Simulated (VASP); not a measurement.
Input:

```xyz
3
Lattice="3.8998 0.0000 0.0000 -1.9499 3.3773 0.0000 0.0000 0.0000 19.0623" Properties=species:S:1:pos:R:3 pbc="T T T"
Se     1.9499     1.1258     7.9968
Se     0.0000     2.2515    11.0655
Sn     0.0000     0.0000     9.5312
```

The numbers are results of optB88-vdW, VASP's PBE PAW potentials (set 64) (plane waves; VASP), not measurements. Settings: PREC = Normal, EDIFF = 1E-5, 400 eV cut-off, 12×12×1 Γ-centred mesh, Gaussian smearing of 0.050 eV, potentials Se Sn_d.

Task: The ions and cell shape at fixed volume are relaxed. Give the cell that the relaxation ends in.

Result: 
```xyz
3
Lattice="3.8563 0.0000 0.0000 -1.9282 3.3397 0.0000 0.0000 0.0000 19.4943" Properties=species:S:1:pos:R:3 pbc="T T T"
Se     1.9282     1.1132     8.1395
Se     0.0000     2.2264    11.3548
Sn    -1.9282     3.3397     9.7472
```

Task: How much energy does the relaxation gain?

Result: The energy (σ→0) changes by -13.1 meV/atom, in 3 ionic steps.

```csv
step,E(σ→0) (eV),max force (eV/Å),pressure (GPa),volume (Å³)
1,-4.9824,0.559,0.44,251.06
2,-5.0180,0.184,0.17,251.06
3,-5.0216,0.027,0.07,251.06
```

The cell is a sheet with vacuum, built from SnSe2 (1T layered).
